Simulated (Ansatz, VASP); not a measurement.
# Cross-check of Mg3SiO between VASP and Ansatz, part 2 of 2

Wanted: the spread between two codes on one cell, functional and k mesh. The cell is generated by rule, not measured, and may not be a known phase. The cell is taken from a series of runs on this material, whose earlier steps may have relaxed, scaled, displaced or heated it; both programs get it as it stands.

VASP 6.6.1 and Ansatz 0.2.0.

So far: Starting point; VASP: relaxation of cell and atoms, PBEsol.

The structure was built from a prototype and need not be the compound's stable phase.

## (3) Ansatz: relaxation of cell and atoms, PBEsol

Level of this step: Ansatz beside VASP: Kohn-Sham DFT, plane waves, PBEsol (Ansatz).

Ansatz runs on its default PAW (the set named soft_2) files.

The same cell, functional, mesh and smearing now go to Ansatz, which takes its cutoff from its data sets.

Contents of input.yaml:

```yaml
crystal:
  lattice:
    - [4.1885741001, 0.0, 0.0]
    - [0.0, 4.1885741001, 0.0]
    - [0.0, 0.0, 4.1885741001]
  atoms:
    - { symbol: Mg, position: [0.0, 0.5, 0.5] }
    - { symbol: Mg, position: [0.5, 0.0, 0.5] }
    - { symbol: Mg, position: [0.5, 0.5, 0.0] }
    - { symbol: Si, position: [0.0, 0.0, 0.0] }
    - { symbol: O, position: [0.5, 0.5, 0.5] }
kpoints:
  mp_grid: { grid: [8, 8, 8] }
hamiltonian:
  xc: pbesol
scf:
  occupations: { method: gaussian, width: 0.01 }
output:
  forces: true
  stress: true
  eigenvalues: true
relax:
  adjacent_minimum: "off"
  f_tol: 0.005
  max_steps: 80
  cell: { stress_tol: 0.05 }
```

Command:

```
> ansatz run input.yaml --threads 4 --pin off --max-ram 16384MiB --backend cpu --events-out ev --progress --plain --runs-dir out
```

Numbers of over 12 decimals in the logs are rounded to 6 here.

What it wrote:

```text
Engine: ansatz 0.2.0, aarch64-unknown-linux-gnu
Pseudopotentials: kind: paw
Pseudopotential: Mg, paw, valence charge 10, recommended cutoff 420 eV (normal), Mg.paw.azcp
Pseudopotential: Si, paw, valence charge 4, recommended cutoff 420 eV (normal), Si.paw.azcp
Pseudopotential: O, paw, valence charge 6, recommended cutoff 420 eV (normal), O.paw.azcp
Functional definition: PBEsol
  exchange = pbesol_x
  correlation = pbesol_c
Crystal: 5 atoms, lattice volume = 73.485 Å³
Basis set: ecut = 420 eV, 1365 PW (Γ), exchange–correlation on 60×60×60 points (8 copies of the dense FFT grid, shifted against one another)
Bands: 25, of which v1, the nominal top of the filled ones, is band 20 counted from 1 (19 counted from 0)
Symmetry: 48 space group operations
Space group: Pm-3m (ITA 221), of the structure as read, at distance tolerance 4.2e-5 Å
k-points: 35 of 512
Non-local potential: Mg, projectors of the file, l = 0: 3, l = 1: 2, l = 2: 1
Non-local potential: Si, projectors of the file, l = 0: 2, l = 1: 2, l = 2: 2
Non-local potential: O, projectors of the file, l = 0: 2, l = 1: 2, l = 2: 1
PAW form: soft (Blöchl's): semilocal exchange-correlation on the pseudo side does not see the compensation charge
PAW frozen core: Mg, regenerated for the run's functional, and the local potential with it (the file was generated under x = pbe(κ = 0.804, μ = 0.219515), c = pbe(β = 0.066725))
PAW frozen core: Si, regenerated for the run's functional, and the local potential with it (the file was generated under x = pbe(κ = 0.804, μ = 0.219515), c = pbe(β = 0.066725))
PAW frozen core: O, regenerated for the run's functional, and the local potential with it (the file was generated under x = pbe(κ = 0.804, μ = 0.219515), c = pbe(β = 0.066725))
PAW one-centre angular grid: Mg, 110 points (default); XC on 64 Gauss nodes
PAW one-centre angular grid: Si, 110 points (default); XC on 64 Gauss nodes
PAW one-centre angular grid: O, 110 points (default); XC on 64 Gauss nodes
Initial density: superposition of atomic densities (neutral atoms: chi_scale 0, normalization atom), corrected by the library's trained network
Initial wavefunctions: pseudopotential atomic-orbital guess
Functional: x = pbesol(κ = 0.804, μ = 0.123457), c = pbesol(β = 0.046)
SCF iter   1: F=—  HF=-6921.170965 eV  |F-HF|=—  |Δ(HF+E_count)|=         —  Δρ=1.12e-2  dr2=1.04e-1  ethr=1.77e-3  ⟨swp⟩=6.2  Hψ=4139  notcnv=0
preconditioner: auto → Resta (q_TF=auto, 2.465 Å⁻¹)  ε∞=5.0  [insulator: Δε(μ)=0.194 eV  Ē_g=8.146 eV  σ=0.010 eV  W_gap=0.50  n_scr=18 (ndim 8)  ℏωp=16.2 eV  f_vac=0.000  D(μ)=2.64/eV (n_scr^D=18)  ε∞_Penn≈5.0]
SCF iter   2: F=—  HF=-6921.145860 eV  |F-HF|=—  |Δ(HF+E_count)|=   2.51e-2  Δρ=3.79e-3  dr2=6.28e-3  ethr=2.60e-4  ⟨swp⟩=2.2  Hψ=1585  notcnv=0  defer=31
SCF iter   3: F=—  HF=-6921.144214 eV  |F-HF|=—  |Δ(HF+E_count)|=   1.65e-3  Δρ=1.29e-3  dr2=1.98e-3  ethr=1.57e-5  ⟨swp⟩=2.0  Hψ=1260  notcnv=0  defer=34
SCF iter   4: F=—  HF=-6921.143463 eV  |F-HF|=—  |Δ(HF+E_count)|=   7.51e-4  Δρ=3.50e-4  dr2=1.52e-4  ethr=4.96e-6  ⟨swp⟩=2.0  Hψ=1096  notcnv=0  defer=34
SCF iter   5: F=—  HF=-6921.143401 eV  |F-HF|=—  |Δ(HF+E_count)|=   6.17e-5  Δρ=5.45e-5  dr2=2.24e-6  ethr=3.81e-7  ⟨swp⟩=2.3  Hψ=1127  notcnv=0  defer=34
SCF iter   6: F=—  HF=-6921.143066 eV  |F-HF|=—  |Δ(HF+E_count)|=   3.35e-4  Δρ=8.01e-6  dr2=1.87e-8  ethr=2.50e-10  ⟨swp⟩=7.4  Hψ=4310  notcnv=0
SCF iter   7: F=-6921.143066 eV  HF=-6921.143066 eV  |F-HF|=7.28e-11  |Δ(HF+E_count)|=   7.86e-9  Δρ=7.34e-7  dr2=2.34e-10  ethr=4.68e-11  ⟨swp⟩=2.2  Hψ=2773  notcnv=0
SCF 1 converged in 7 iterations: F = -6921.143066 eV  dr2 = 2.34e-10
  greatest PAW one-centre occupation: 1.000 electrons in one spin orbital (limit 2), on the Mg atom at site 2 (counted from 0), in its partial waves of l = 0
relax step   1: F+E_penalty+E_count = -6921.14306551 eV  Δ(F+E_penalty+E_count) = +0.000e0 eV  max|allowed force component| = 1.889e-28 eV/Å  Δτ_max = 0.0000 Å  P = +0.030 GPa  Ω = 73.485 Å³  (7 SCF iters, dr2 threshold 1.00e-7 eV, accepted)
Initial density: handed on by an earlier stage of this run
Initial wavefunctions: pseudopotential atomic-orbital guess (no wavefunctions were taken with the density)
iter 1 solved again at ethr=4.28e-8 eV; its pass at ethr=3.10e-3 eV (dr2=1.71e-5 eV) is discarded
SCF iter   1: F=—  HF=-6921.143401 eV  |F-HF|=—  |Δ(HF+E_count)|=         —  Δρ=5.91e-6  dr2=6.30e-9  ethr=4.28e-8  ⟨swp⟩=4.2  Hψ=6426  notcnv=0
preconditioner: auto → Resta (q_TF=auto, 2.465 Å⁻¹)  ε∞=4.9  [insulator: Δε(μ)=0.123 eV  Ē_g=8.247 eV  σ=0.010 eV  W_gap=0.50  n_scr=18 (ndim 8)  ℏωp=16.2 eV  f_vac=0.000  D(μ)=2.64/eV (n_scr^D=18)  ε∞_Penn≈4.9]
SCF iter   2: F=—  HF=-6921.143066 eV  |F-HF|=—  |Δ(HF+E_count)|=   3.36e-4  Δρ=3.04e-6  dr2=1.55e-9  ethr=1.57e-11  ⟨swp⟩=3.0  Hψ=2245  notcnv=0
SCF iter   3: F=—  HF=-6921.143066 eV  |F-HF|=—  |Δ(HF+E_count)|=   1.17e-9  Δρ=1.97e-6  dr2=5.44e-10  ethr=3.86e-12  ⟨swp⟩=2.2  Hψ=1122  notcnv=0
SCF iter   4: F=—  HF=-6921.143066 eV  |F-HF|=—  |Δ(HF+E_count)|=  8.68e-10  Δρ=1.16e-6  dr2=2.01e-10  ethr=1.36e-12  ⟨swp⟩=1.0  Hψ=875  notcnv=0
SCF iter   5: F=-6921.143066 eV  HF=-6921.143066 eV  |F-HF|=9.09e-12  |Δ(HF+E_count)|=  4.28e-10  Δρ=1.98e-7  dr2=7.20e-12  ethr=1.00e-12  ⟨swp⟩=3.0  Hψ=3326  notcnv=0
SCF 2 converged in 5 iterations: F = -6921.143066 eV  dr2 = 7.20e-12
  greatest PAW one-centre occupation: 1.000 electrons in one spin orbital (limit 2), on the Mg atom at site 0 (counted from 0), in its partial waves of l = 0
relax step   2: F+E_penalty+E_count = -6921.14306551 eV  Δ(F+E_penalty+E_count) = -7.731e-11 eV  max|allowed force component| = 1.674e-28 eV/Å  Δτ_max = 0.0000 Å  P = +0.030 GPa  Ω = 73.485 Å³  stress off target by 3.02e-2 GPa  SCF on the basis re-selected at this cell (its energy is not comparable with the rows above)  (5 SCF iters)
basis re-selected at this cell: Δ(F+E_penalty+E_count) = -7.731e-11 eV, ΔP = +0.000 GPa vs the last step (what re-selecting the basis moved, of the pressure what is left beyond the Pulay correction that the steps carried, after the strain that the cell walked since its last selection, with what the two solves' SCF thresholds leave and, on support functions, any second-order correction that the steps lacked; it is no  [...]
SCF converged after 5 iterations
Free energy (F): -6921.143066 eV
Harris-Foulkes:  -6921.143066 eV  (|F-HF|=9.09e-12)
Internal energy: -6921.142933 eV  (E = F + TS)
E sigma→0 (E₀):  -6921.142999 eV
Entropy (-TS):   -0.000132 eV (-0.026 meV/atom)
Fermi energy:    8.802043 eV
--- Per-component energies (eV) ---
  E_band       = -986.750505
  E_kinetic    = 446.998281
  E_local      = -5249.293886  (includes V_loc(G=0)·N_el)
  E_nonlocal   = 361.422313
  E_hartree    = 1913.511666
  E_xc         = -216.341730
  E_vxc        = -255.650005  (∫ρ·V_xc dr)
  E_paw        = -1494.322264  (= ΣΔE_a)
  E_vpaw       = -117.253124  (= ΣTr[D̂ρ^β])
  E_aug_tail   = 0.002509  (compensation charges beyond the density's cutoff)
  E_ewald      = -2683.363258
  E_core_change = 0.243435  (= ΣΔE_core)
  E_smearing   = -0.000132  (= −TS)
  E_closure    = -0.000000  (closes the sum)
  Σ components = -6921.143066   (vs F -6921.143066, Δ=0.00e0)
--- Forces (eV/Å), atoms counted from 1 ---
  atom   1  Mg     0.00000000    -0.00000000    -0.00000000
  atom   2  Mg    -0.00000000    -0.00000000     0.00000000
  atom   3  Mg     0.00000000     0.00000000    -0.00000000
  atom   4  Si    -0.00000000     0.00000000    -0.00000000
  atom   5  O      0.00000000    -0.00000000     0.00000000
  max |Σ_I F_I| component: 5.06e-28 eV/Å
--- Stress (GPa, compression-positive) ---
        0.030179      -0.000000       0.000000
       -0.000000       0.030179       0.000000
        0.000000       0.000000       0.030179
  P = ⅓ Tr σ = 0.0302 GPa (0.302 kbar)
--- Band table (eV; the first three rows and the last of 35) ---
  k-point 0: bands = [... 16 lower, 2.4672, 8.3156, 8.3156, 8.3156, 9.3535, 9.3535, 10.6068, 14.4682, ... 1 higher]
  k-point 1: bands = [... 16 lower, 2.4875, 7.2158, 8.2871, 8.2871, 9.4656, 10.0450, 11.4369, 13.9736, ... 1 higher]
  k-point 2: bands = [... 16 lower, 2.5874, 5.8393, 8.2117, 8.2117, 9.7814, 10.7297, 13.2892, 13.2892, ... 1 higher]
  k-point 34: bands = [... 16 lower, 2.3334, 5.2890, 5.2890, 5.2890, 10.4940, 10.4940, 10.4940, 13.3159, ... 1 higher]
--- Relaxed structure (1 steps of the walk, 1 accepted, 1 SCFs on fresh bases) ---
  F+E_penalty+E_count = -6921.14306551 eV   max|allowed force component| = 1.674e-28 eV/Å   (the final SCF, on the basis selected at the relaxed cell)
  cell:  # Å, volume = 73.4850 Å³
    - [4.1885741001, 0.0, 0.0]
    - [0.0, 4.1885741001, 0.0]
    - [0.0, 0.0, 4.1885741001]
  atoms:
    - { symbol: Mg, position: [0.0, 0.500000, 0.500000] }
    - { symbol: Mg, position: [0.500000, 0.0, 0.500000] }
    - { symbol: Mg, position: [0.500000, 0.500000, 0.0] }
    - { symbol: Si, position: [0.0, 0.0, 0.0] }
    - { symbol: O, position: [0.500000, 0.500000, 0.500000] }
```

Reading the cycles: dr2 is the Hartree energy of the density residual (eV), the measure of convergence; HF is the Harris–Foulkes estimate of the energy, which meets the free energy F at convergence.

## (4) Differences

Known differences besides the potentials themselves: the data sets hold 40 valence electrons in Ansatz (on its default PAW (the set named soft_2) files) and 16 in VASP; the cutoff is 420 eV in Ansatz and 600 eV in VASP; Ansatz makes its cores anew for this functional, VASP keeps those of its PBE data sets; Ansatz adds a Pulay correction to the stress that steers its cell, VASP none. Total energies have different zeros and are not compared.

The two programs side by side:

| quantity | Ansatz | VASP | difference |
| --- | --- | --- | --- |
| volume (Å³) | 73.48 | 73.26 | +0.30 % |
| edge a after relaxation, in the typed setting (Å) | 4.189 | 4.184 | +0.10 % |

## (5) Results

```yaml
difference_in_volume_relaxation_of_cell_and_atoms_pbesol: 0.30 %
```

The difference in volume is 0.30 % (relaxation of cell and atoms, PBEsol), within the 1.2 % picked in this series as the mark of a large difference, as far as the stopping tolerances let one tell. The data sets hold unlike numbers of valence electrons (40 in Ansatz and 16 in VASP), so part of the differences comes from the potentials. 1 further run of this series is not shown here. How closely two codes agree says nothing of how well the functional describes the real material.

[Lines on the potential files, build, host, timing and source positions are cut from VASP's logs without a mark.]

[Logs are printed without paths, hosts, clocks, repeated set-up lines and the standing remarks that a program may print on its own settings, such as how far it seeks lower states.]

[Hosts, paths, dates, database ids (printed as entryN), source tags and the programs' standing remarks are cut or masked in the printed files.]
